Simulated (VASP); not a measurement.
Data:

```
CELL_PARAMETERS angstrom
      0.00000     2.96837     2.96837
      2.96837     0.00000     2.96837
      2.96837     2.96837     0.00000
ATOMIC_POSITIONS crystal
  Cd 0.00000 0.00000 0.00000
  S  0.25000 0.25000 0.25000
```

These are PBE GGA, VASP's PBE PAW potentials (set 64) (plane waves; VASP 6.6.1) values and carry that method's errors. Numerical set-up: 520 eV cut-off, Gaussian smearing of 0.050 eV, potentials Cd S.

Give the energies of bands 6 to 11 at the high-symmetry points, in eV from the valence-band maximum.

```tsv
band	Γ	X	U	L	W
6	-7.14	-6.75	-6.64	-6.81	-6.59
7	0.00	-3.73	-3.69	-4.09	-3.65
8	0.00	-1.70	-2.31	-0.68	-2.04
9	0.00	-1.70	-1.38	-0.68	-2.01
10	1.03	3.64	4.23	2.93	5.20
11	6.55	4.27	5.33	7.00	5.45
```

The gap is direct, 1.03 eV, from the valence maximum at Γ to the conduction minimum at Γ.

Measured: gap 2.48 eV at 4 K (computed value off by -1.45 eV), as given by arXiv:1206.3780.

The compound is CdS in the zinc blende structure, a metastable form; wurtzite is the usual one. It was relaxed first, which changed the volume by +6 %.
